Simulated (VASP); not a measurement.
# Al3InN4 (I-42m) in VASP: density of states with PBE

Aim: the density of states of Al3InN4 with PBE.

All numbers are computed with VASP 6.6.1; they aren't measurements. Logs are shortened: lines on timing, memory, paths and dates and some standing lists are left out, and cuts for length are marked.

## 1. The crystal as given

The structure is tetragonal, space group I-42m (No. 121). Conventional cell: a = 4.569 Å, b = 4.569 Å, c = 9.043 Å, α = 90.00°, β = 90.00°, γ = 90.00°. Al (site symmetry -42m) has 4 N at 1.90 Å as nearest neighbours. Al (site symmetry -4) has 4 N at 1.93 Å as nearest neighbours. In (site symmetry -42m) has 4 N at 2.15 Å as nearest neighbours. Around N (site symmetry m) lie 3 Al at 1.90 to 1.93 Å and 1 In at 2.15 Å.

The cell was built by a generator and needn't be a form met in nature.

## 2. Density of states, PBE

POSCAR reads:

```
Al3InN4
1.0
   -2.2842500000      2.2842500000      4.5214900000
    2.2842500000     -2.2842500000      4.5214900000
    2.2842500000      2.2842500000     -4.5214900000
Al In N
3 1 4
Direct
    0.5000000000      0.5000000000      0.0000000000
    0.2500000000      0.7500000000      0.5000000000
    0.7500000000      0.2500000000      0.5000000000
    0.0000000000      0.0000000000      0.0000000000
    0.1388500000      0.1388500000      0.5482460000
    0.5906040000      0.5906040000      0.4517540000
    0.4093960000      0.8611500000      0.0000000000
    0.8611500000      0.4093960000      0.0000000000
```

INCAR.step1 reads:

```
  PREC = Accurate
  ENCUT = 520
  EDIFF = 1E-6
  ISMEAR = 0
  SIGMA = 0.03
  LREAL = False
  LASPH = True
  NELM = 80
  ALGO = Normal
  ISIF = 2
  LWAVE = False
  LCHARG = True
  GGA = PE
  KPAR = 2
```

KPOINTS.step1 reads:

```
regular mesh
0
Gamma
  8 8 8
```

INCAR.step2 reads:

```
  PREC = Accurate
  ENCUT = 520
  EDIFF = 1E-6
  ISMEAR = -5
  SIGMA = 0.03
  LREAL = False
  LASPH = True
  NELM = 80
  ALGO = Normal
  ISIF = 2
  LWAVE = False
  LCHARG = False
  GGA = PE
  LORBIT = 11
  KPAR = 2
  NEDOS = 1001
  ICHARG = 11
```

KPOINTS.step2 reads:

```
regular mesh
0
Gamma
  12 12 12
```

Potentials or basis: VASP PAW PBE potentials, release 64 (Al, In_d, N).

The run is started by

```
$ cat potpaw_PBE.64/Al/POTCAR potpaw_PBE.64/In_d/POTCAR potpaw_PBE.64/N/POTCAR > POTCAR
$ cp INCAR.step1 INCAR
$ cp KPOINTS.step1 KPOINTS
$ mpirun -np 2 vasp_std > vasp.out
$ cp INCAR.step2 INCAR
$ cp KPOINTS.step2 KPOINTS
$ mpirun -np 2 vasp_std > vasp.out
```

OUTCAR:

```text
PREC = Accurate
   ENCUT = 520
   EDIFF = 1E-6
   ISMEAR = -5
   LREAL = False
   LASPH = True
   NELM = 80
   ISIF = 2
   GGA = PE
   LORBIT = 11
   ICHARG = 11

 ion  position               nearest neighbor table
   1  0.500  0.500  0.000-   6 1.90   5 1.90   7 1.90   8 1.90   2 3.21   3 3.21   2 3.21   3 3.21
                             2 3.21   3 3.21   2 3.21   3 3.21   4 3.23   4 3.23   4 3.23   4 3.23
   2  0.250  0.750  0.500-   5 1.93   6 1.93   7 1.93   8 1.93   4 3.21   1 3.21   1 3.21   1 3.21
                             4 3.21   4 3.21   4 3.21   1 3.21   3 3.23   3 3.23   3 3.23   3 3.23
   3  0.750  0.250  0.500-   5 1.93   6 1.93   8 1.93   7 1.93   1 3.21   4 3.21   1 3.21   1 3.21
                             4 3.21   4 3.21   1 3.21   4 3.21   2 3.23   2 3.23   2 3.23   2 3.23
   4  0.000  0.000  0.000-   5 2.15   7 2.15   8 2.15   6 2.15   3 3.21   2 3.21   3 3.21   2 3.21
                             3 3.21   2 3.21   3 3.21   2 3.21   1 3.23   1 3.23   1 3.23   1 3.23
   5  0.139  0.139  0.548-   1 1.90   2 1.93   3 1.93   4 2.15
   6  0.591  0.591  0.452-   1 1.90   2 1.93   3 1.93   4 2.15
   7  0.409  0.861  0.000-   1 1.90   3 1.93   2 1.93   4 2.15
   8  0.861  0.409  0.000-   1 1.90   2 1.93   3 1.93   4 2.15

  LATTYP: Found a body centered tetragonal cell.
 ALAT       =     4.5685000000
 C/A-ratio  =     1.9794199409

  Lattice vectors:

 A1 = (  -2.2842500000,   2.2842500000,   4.5214900000)
 A2 = (   2.2842500000,  -2.2842500000,   4.5214900000)
 A3 = (   2.2842500000,   2.2842500000,  -4.5214900000)

Analysis of symmetry for initial positions (statically):
=====================================================================
 Subroutine PRICEL returns:
 Original cell was already a primitive cell.

 Routine SETGRP: Setting up the symmetry group for a
 body centered tetragonal supercell.

 Subroutine GETGRP returns: Found  8 space group operations
 (whereof  8 operations were pure point group operations)
 out of a pool of 16 trial point group operations.

The static configuration has the point symmetry D_2d.

Analysis of symmetry for dynamics (positions and initial velocities):
=====================================================================
 Subroutine PRICEL returns:
 Original cell was already a primitive cell.

 Routine SETGRP: Setting up the symmetry group for a
 body centered tetragonal supercell.

 Subroutine GETGRP returns: Found  8 space group operations
 (whereof  8 operations were pure point group operations)
 out of a pool of 16 trial point group operations.

The dynamic configuration has the point symmetry D_2d.

 Subroutine INISYM returns: Found  8 space group operations
 (whereof  8 operations are pure point group operations),
 and found     1 'primitive' translations

----------------------------------------------------------------------------------------

                                     Primitive cell

  volume of cell :      94.3689

  direct lattice vectors                    reciprocal lattice vectors
    -2.284250000  2.284250000  4.521490000     0.000000000  0.218890227  0.110583016
     2.284250000 -2.284250000  4.521490000     0.218890227  0.000000000  0.110583016
     2.284250000  2.284250000 -4.521490000     0.218890227  0.218890227  0.000000000

  length of vectors
     5.556929723  5.556929723  5.556929723     0.245237711  0.245237711  0.309557527

  position of ions in fractional coordinates (direct lattice)
     0.500000000  0.500000000  0.000000000
     0.250000000  0.750000000  0.500000000
     0.750000000  0.250000000  0.500000000
     0.000000000  0.000000000  0.000000000
     0.138850000  0.138850000  0.548246000
     0.590604000  0.590604000  0.451754000
     0.409396000  0.861150000  0.000000000
     0.861150000  0.409396000  0.000000000

  ion indices of the primitive-cell ions
   primitive index   ion index
                 1           1
                 2           2
                 3           3
                 4           4
                 5           5
                 6           6
                 7           7
                 8           8

----------------------------------------------------------------------------------------

 KPOINTS: regular mesh

Automatic generation of k-mesh.
 Grid dimensions read from file:
 generate k-points for:   12   12   12

 Generating k-lattice:

  Cartesian coordinates                     Fractional coordinates (reciprocal lattice)
     0.000000000  0.018240852  0.009215251     0.083333333  0.000000000  0.000000000
     0.018240852  0.000000000  0.009215251     0.000000000  0.083333333  0.000000000
     0.018240852  0.018240852  0.000000000     0.000000000  0.000000000  0.083333333

  Length of vectors
     0.020436476  0.020436476  0.025796461

  Shift w.r.t. Gamma in fractional coordinates (k-lattice)
     0.000000000  0.000000000  0.000000000

 TETIRR: Found   2206 inequivalent tetrahedra from    10368

 Subroutine IBZKPT returns following result:
 ===========================================

 Found    163 irreducible k-points:

 Following reciprocal coordinates:
            Coordinates               Weight
  0.000000  0.000000  0.000000      1.000000
  0.083333  0.000000  0.000000      8.000000
  0.166667  0.000000 -0.000000      8.000000
  0.250000 -0.000000  0.000000      8.000000
  0.333333  0.000000 -0.000000      8.000000
  0.416667 -0.000000  0.000000      8.000000
[... 16 lines left out ...]
  0.500000  0.166667  0.000000     16.000000
 -0.416667  0.166667 -0.000000     16.000000
 [... further k-points ...]
   k-points           NKPTS =    163   k-points in BZ     NKDIM =    163   number of bands    NBANDS=     26
   number of dos      NEDOS =   1001   number of ions     NIONS =      8
   total plane-waves  NPLWV =  74088
   dimension x,y,z NGX =    42 NGY =   42 NGZ =   42
   dimension x,y,z NGXF=    84 NGYF=   84 NGZF=   84
   ions per type =               3   1   4
   NGX,Y,Z   is equivalent  to a cutoff of  12.57, 12.57, 12.57 a.u.
   NGXF,Y,Z  is equivalent  to a cutoff of  25.13, 25.13, 25.13 a.u.
 SYSTEM =  unknown system
   PREC   = accura    normal or accurate (medium, high low for compatibility)
   ISTART =      0    job   : 0-new  1-cont  2-samecut
   ICHARG =     11    charge: 1-file 2-atom 10-const
   ISPIN  =      1    spin polarized calculation?
   LNONCOLLINEAR =      F non collinear calculations
   LSORBIT =      F    spin-orbit coupling
   LASPH  =      T    aspherical Exc in radial PAW
   ENCUT  =  520.0 eV  38.22 Ry    6.18 a.u.  10.33 10.33 10.33*2*pi/ulx,y,z
   NELM   =     80;   NELMIN=  2; NELMDL=  0     # of ELM steps
   EDIFF  = 0.1E-05   stopping-criterion for ELM
   LREAL  =      F    real-space projection
   EDIFFG = 0.1E-04   stopping-criterion for IOM
   NSW    =      0    number of steps for IOM
   IBRION =     -1    ionic relax: 0-MD 1-quasi-New 2-CG
   NFREE  =      0    steps in history (QN), initial steepest desc. (CG)
   ISIF   =      2    stress and relaxation
   ISYM   =      2    0-nonsym 1-usesym 2-fastsym
   POTIM  = 0.5000    time-step for ionic-motion
   TEBEG  =    0.0;   TEEND  =   0.0 temperature during run
   PSTRESS=    0.0 pullay stress
   NELECT =      42.0000    total number of electrons
   NUPDOWN=      -1.0000    fix difference up-down
   EMIN   =  10.00;   EMAX   =-10.00  energy-range for DOS
   EFERMI =   0.00;   METHOD = LEGACY
   ISMEAR =    -5;   SIGMA  =   0.03  broadening in eV -4-tet -1-fermi 0-gaus
   EFERMI_NEDOS =   21; number of points for ismear=-14 and -15
   IALGO  =     38    algorithm
   IMIX   =      4    mixing-type and parameters
     AMIX     =   0.40;   BMIX     =  1.00
     AMIX_MAG =   1.60;   BMIX_MAG =  1.00
  volume/ion in A,a.u.               =      11.80        79.60
  Fermi-wavevector in a.u.,A,eV,Ry     =   1.249918  2.362003 21.256327  1.562296
  Thomas-Fermi vector in A             =   2.383937
   LORBIT       =     11    0 simple, 1 ext, 2 COOP (PROOUT), +10 PAW based schemes
   GGA     = PE    functional components
   LHFCALC =     F    Hartree Fock is set to
   AEXX    =    0.0000 exact exchange contribution
   IVDW    =     0    specifies the selected vdW correction
   LEPSILON=     F    determine dielectric tensor
   LRPA    =     F    only Hartree local field effects (RPA)
 non-spin polarized calculation
 Fermi weights with tetrahedron method with Bloechl corrections
  energy-cutoff  :      520.00
  volume of cell :       94.37
 maximum number of plane-waves:      2564
 NGX is ok and might be reduce to    42

 number of electron      42.0000006 magnetization

 Free energy of the ion-electron system (eV)
  ---------------------------------------------------
  ext. energy  EPLUGINS =         0.00000000
  ---------------------------------------------------
  free energy    TOTEN  =       -54.96209298 eV

  energy without entropy =      -54.96209298  energy(sigma->0) =      -54.96209298

 E-fermi :   6.0716     XC(G=0): -10.8589

 val. band max:        6.0490227127   @ k =   0.0000   0.0000   0.0000
 cond. band min:       8.4258083704   @ k =   0.0000   0.0000   0.0000
 fundamental gap:      2.3767856577
 Fermi energy:         6.0715883142

 k-point     1 :       0.0000    0.0000    0.0000
  band No.  band energies     occupation
      1      -8.7048      2.00000
      2      -7.5040      2.00000
      3      -7.5040      2.00000
      4      -7.4710      2.00000
      5      -6.6039      2.00000
      6      -6.5871      2.00000
[... 18 lines left out ...]
     25      12.0793      0.00000
     26      13.1410      0.00000
[... 644 lines left out ...]
      4      -7.1896      2.00000
      5      -6.5777      2.00000
      6      -6.5537      2.00000
[... 18 lines left out ...]
     25      12.6120      0.00000
     26      13.9832      0.00000

 [... further k-points ...]

------------------------ aborting loop because EDIFF is reached ----------------------------------------

  FORCE on cell =-STRESS in cart. coord.  units (eV):
  Direction    XX          YY          ZZ          XY          YZ          ZX
  --------------------------------------------------------------------------------------
  -------------------------------------------------------------------------------------
  Total        0.0111307      0.0111307      0.0281591      0.0000000      0.0000000      0.0000000
  in kB        0.1889754      0.1889754      0.4780799      0.0000000      0.0000000      0.0000000
  external PRESSURE =       0.2853436 kB  Pullay stress =       0.0000000 kB

 VOLUME and BASIS-vectors are now :
 -----------------------------------------------------------------------------
  energy-cutoff  :      520.00
  volume of cell :       94.37
      direct lattice vectors                 reciprocal lattice vectors
    -2.284250000  2.284250000  4.521490000     0.000000000  0.218890227  0.110583016
     2.284250000 -2.284250000  4.521490000     0.218890227  0.000000000  0.110583016
     2.284250000  2.284250000 -4.521490000     0.218890227  0.218890227  0.000000000

 POSITION                                       TOTAL-FORCE (eV/Angst)
 -----------------------------------------------------------------------------------
      0.00000      0.00000      4.52149        -0.000000     -0.000000     -0.000000
      2.28425      0.00000      2.26075        -0.000000     -0.000000     -0.000000
      0.00000      2.28425      2.26075        -0.000000     -0.000000     -0.000000
      0.00000      0.00000      0.00000        -0.000000     -0.000000     -0.000000
      1.25233      1.25233     -1.22327        -0.000056     -0.000056      0.001108
      1.03192      1.03192      3.29822         0.000056      0.000056      0.001108
      1.03192     -1.03192      5.74476         0.000056     -0.000056     -0.001108
     -1.03192      1.03192      5.74476        -0.000056      0.000056     -0.001108
 -----------------------------------------------------------------------------------
    total drift:                                0.000000      0.000000      0.000001

  FREE ENERGIE OF THE ION-ELECTRON SYSTEM (eV)
  ---------------------------------------------------
  free  energy   TOTEN  =       -54.9620929847 eV

  energy  without entropy=      -54.9620929847  energy(sigma->0) =      -54.96209298

 total charge

# of ion       s       p       d       tot
------------------------------------------
    1        0.368   0.432   0.000   0.800
    2        0.362   0.412   0.000   0.774
    3        0.362   0.412   0.000   0.774
    4        0.767   0.834  10.000  11.601
    5        1.228   2.555   0.000   3.783
    6        1.228   2.555   0.000   3.783
    7        1.228   2.555   0.000   3.783
    8        1.228   2.555   0.000   3.783
--------------------------------------------------
tot          6.771  12.310  10.000  29.081
```

It took 6.2 min on 2 MPI ranks of Intel Xeon Platinum 8259CL at 2.50GHz (Skylake/Cascade Lake), shared host; peak memory 0.51 GiB.

Results:

```yaml
Valence_electrons_inside_the_program's_atomic_spheres: Al 0.80, 0.77; In 11.60; N 3.78
```

States per cell in windows of 1 eV (zero at the valence-band top; states under -8 eV left out):
| from (eV) | total | N5_p | N6_p | N7_p | N8_p | In4_s | In4_p |
| --- | --- | --- | --- | --- | --- | --- | --- |
| -8.0 | 0.00 | 0.00 | 0.00 | 0.00 | 0.00 | 0.00 | 0.00 |
| -7.0 | 0.00 | 0.00 | 0.00 | 0.00 | 0.00 | 0.00 | 0.00 |
| -6.0 | 1.20 | 0.08 | 0.08 | 0.08 | 0.08 | 0.11 | 0.03 |
| -5.0 | 4.79 | 0.36 | 0.36 | 0.36 | 0.36 | 0.36 | 0.08 |
| -4.0 | 2.32 | 0.20 | 0.20 | 0.20 | 0.20 | 0.04 | 0.07 |
| -3.0 | 4.12 | 0.42 | 0.42 | 0.42 | 0.42 | 0.07 | 0.10 |
| -2.0 | 6.57 | 0.79 | 0.79 | 0.79 | 0.79 | 0.05 | 0.18 |
| -1.0 | 5.17 | 0.69 | 0.69 | 0.69 | 0.69 | 0.01 | 0.27 |
| 0.0 | 0.00 | 0.00 | 0.00 | 0.00 | 0.00 | 0.00 | 0.00 |
| 1.0 | 0.00 | 0.00 | 0.00 | 0.00 | 0.00 | 0.00 | 0.00 |
| 2.0 | 0.03 | 0.00 | 0.00 | 0.00 | 0.00 | 0.00 | 0.00 |
| 3.0 | 0.41 | 0.02 | 0.02 | 0.02 | 0.02 | 0.02 | 0.01 |
| 4.0 | 2.53 | 0.14 | 0.14 | 0.14 | 0.14 | 0.25 | 0.07 |
| 5.0 | 2.61 | 0.11 | 0.11 | 0.11 | 0.11 | 0.03 | 0.16 |
| 6.0 | 2.33 | 0.11 | 0.11 | 0.11 | 0.11 | 0.04 | 0.15 |
| 7.0 | 1.71 | 0.06 | 0.06 | 0.06 | 0.06 | 0.20 | 0.05 |
